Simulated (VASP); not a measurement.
Computed with PBE GGA with D3 dispersion (Becke-Johnson damping), VASP's PBE PAW potentials (set 64) (plane waves; VASP).

VASP ran on this input.

File POSCAR:
```
MgI2
4.1226880
  0.5000000465  -0.8660253831   0.0000000000
  0.5000000465   0.8660253831   0.0000000000
  0.0000000000   0.0000000000   1.6678040748
Mg I
1 2
Cartesian
  0.0000000000   0.0000000000   0.0000000000
  0.5000000465   0.2886757050   0.4062282592
  0.5000000465  -0.2886757050   1.2615758156
```

### INCAR
```
! general
SYSTEM =MgI2
PREC   =Accurate
ENCUT  =520
LREAL  =.FALSE.
LASPH  =.TRUE.
ICHARG =11

! electronic loop
EDIFF  =1E-7
NELM   =100
ALGO   =Normal
LMAXMIX=4

! smearing
ISMEAR =0
SIGMA  =0.05

! functional
GGA    =PE
IVDW   =12

! output
LWAVE  =.FALSE.
LCHARG =.FALSE.
LORBIT =11
```

### KPOINTS
```
k-points along high-symmetry lines
10
Line-mode
Reciprocal
  0.000000   0.000000   0.000000 ! GAMMA
  0.500000   0.000000   0.000000 ! M

  0.500000   0.000000   0.000000 ! M
  0.333333   0.333333   0.000000 ! K

  0.333333   0.333333   0.000000 ! K
  0.000000   0.000000   0.000000 ! GAMMA

  0.000000   0.000000   0.000000 ! GAMMA
  0.000000   0.000000   0.500000 ! A

  0.000000   0.000000   0.500000 ! A
  0.500000   0.000000   0.500000 ! L

  0.500000   0.000000   0.500000 ! L
  0.333333   0.333333   0.500000 ! H

  0.333333   0.333333   0.500000 ! H
  0.000000   0.000000   0.500000 ! A

  0.500000   0.000000   0.500000 ! L
  0.500000   0.000000   0.000000 ! M

  0.333333   0.333333   0.500000 ! H
  0.333333   0.333333   0.000000 ! K
```

POTCAR, in this order: Mg I (PBE.64 set). Program: vasp_std. Read from the step before: CHGCAR.

The run wrote:

### OSZICAR
```
       N       E                     dE             d eps       ncg     rms          rms(c)
DAV:   1     0.795126781214E+02    0.79513E+02   -0.59664E+03  2160   0.105E+03
DAV:   2    -0.102648345221E+01   -0.80539E+02   -0.74612E+02  3128   0.153E+02
DAV:   3    -0.692741602567E+01   -0.59009E+01   -0.58732E+01  2720   0.481E+01
DAV:   4    -0.704025074463E+01   -0.11283E+00   -0.11281E+00  2820   0.822E+00
DAV:   5    -0.704223652401E+01   -0.19858E-02   -0.19857E-02  2724   0.107E+00
DAV:   6    -0.704231678466E+01   -0.80261E-04   -0.80261E-04  3008   0.180E-01
DAV:   7    -0.704231948094E+01   -0.26963E-05   -0.26963E-05  2708   0.257E-02
DAV:   8    -0.704231963825E+01   -0.15731E-06   -0.15733E-06  2244   0.509E-03
DAV:   9    -0.704231964698E+01   -0.87246E-08   -0.87230E-08  2024   0.121E-03
   1 F= -.79832750E+01 E0= -.79832750E+01  d E =-.519700E-16
```

File OUTCAR:
```
 val. band max:        2.4040757479   @ k =   0.0000   0.0000   0.0000

 cond. band min:       5.9445990288   @ k =   0.5000   0.0000   0.3333



 k-point     1 :       0.0000    0.0000    0.0000
  band No.  band energies     occupation
      1      -9.6956      2.00000
      2      -8.9780      2.00000
      3      -1.1841      2.00000
      4       2.0091      2.00000
      5       2.0091      2.00000
      6       2.3899      2.00000
      7       2.3899      2.00000
      8       2.4041      2.00000
      9       6.1925      0.00000
     10       7.2483      0.00000
     11       9.1822      0.00000
     12       9.1822      0.00000

 k-point     2 :       0.0556    0.0000    0.0000
  band No.  band energies     occupation
      1      -9.6786      2.00000
      2      -8.9686      2.00000
      3      -1.1605      2.00000
      4       1.8651      2.00000
      5       1.9632      2.00000
      6       2.2558      2.00000
      7       2.3881      2.00000
      8       2.3950      2.00000
      9       6.3472      0.00000
     10       7.3920      0.00000
     11       8.9664      0.00000
     12       9.2364      0.00000

 k-point     3 :       0.1111    0.0000    0.0000
  band No.  band energies     occupation
      1      -9.6286      2.00000
      2      -8.9416      2.00000
      3      -1.0912      2.00000
      4       1.4868      2.00000
      5       1.8459      2.00000
      6       1.9225      2.00000
      7       2.3647      2.00000
      8       2.3705      2.00000
      9       6.7138      0.00000
     10       7.7281      0.00000
     11       8.6385      0.00000
     12       9.3797      0.00000

 k-point     4 :       0.1667    0.0000    0.0000
  band No.  band energies     occupation
      1      -9.5487      2.00000
      2      -8.9007      2.00000
      3      -0.9826      2.00000
      4       0.9879      2.00000
      5       1.5013      2.00000
      6       1.6920      2.00000
      7       2.3079      2.00000
...
```

The density is held fixed in this step, so its total energy and stress have no physical meaning. Unless said otherwise, spin-orbit coupling is left out, though it shifts the bands of the heavy elements here.

The compound is MgI2 in the 1T layered structure. It was relaxed first.
